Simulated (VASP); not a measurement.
Computed with PBE GGA, VASP's PBE PAW potentials (set 64) (plane waves; VASP).

VASP ran on this input.

**POSCAR**
```
Tl
1.0
  1.7857390268  -3.0929908364   0.0000000000
  1.7857390268   3.0929908364   0.0000000000
  0.0000000000   0.0000000000   5.6353517738
Tl
2
Cartesian
  1.7857390268   1.0309990075   1.4088379435
  1.7857390268  -1.0309990075   4.2265138304
```

### INCAR
```
! general
SYSTEM   =  Tl
PREC     =  Accurate
ENCUT    =  400   ! plane-wave cut-off (eV)
LREAL    =  .FALSE.
LASPH    =  .TRUE.

! electronic loop
EDIFF    =  1E-6   ! SCF stop (eV)
NELM     =  100
ALGO     =  Normal   ! blocked Davidson
LMAXMIX  =  4

! smearing
ISMEAR   =  1   ! Methfessel-Paxton
SIGMA    =  0.1   ! width (eV)

! functional
GGA      =  PE

! ions
IBRION   =  2   ! conjugate gradients
NSW      =  60   ! most ionic steps
ISIF     =  3   ! ions, shape and volume
EDIFFG   =  -0.01   ! ionic stop

! output
LWAVE    =  .FALSE.
LCHARG   =  .FALSE.
```

KPOINTS:
```
Automatic mesh
0
G
 11 11 6
```

POTCAR, in this order: Tl_d (PBE.64 set). Program: vasp_std.

Unless said otherwise, spin-orbit coupling is left out, though it shifts the bands of the heavy elements here.

Question: What does the run give for the energy per atom (σ→0), volume per atom, band gap (on the k-mesh)?

Answer: 
- energy per atom (σ→0) = -2.229 eV/atom
- band gap (on the k-mesh) = none (metal, semimetal or under 0.01 eV)
- volume per atom = 31.35 Å³/atom

OSZICAR:
```
...
DAV:   4    -0.445813358009E+01   -0.48365E-06   -0.35058E-07  1091   0.363E-03
   7 F= -.44581336E+01 E0= -.44575610E+01  d E =-.309197E-03
       N       E                     dE             d eps       ncg     rms          rms(c)
DAV:   1    -0.445835618145E+01   -0.22309E-03   -0.85684E-03  2220   0.718E-01    0.608E-02
DAV:   2    -0.445822894027E+01    0.12724E-03   -0.79208E-05  2221   0.985E-02    0.371E-02
DAV:   3    -0.445816199916E+01    0.66941E-04   -0.12611E-04  2252   0.115E-01    0.415E-03
DAV:   4    -0.445816230501E+01   -0.30585E-06   -0.69895E-06  2239   0.240E-02
   8 F= -.44581623E+01 E0= -.44575656E+01  d E =-.287249E-04
```

The compound is Tl in the hcp structure. This run relaxes it. Symmetry was kept, so distortions that lower it aren't found. The start is the result of an earlier pass.
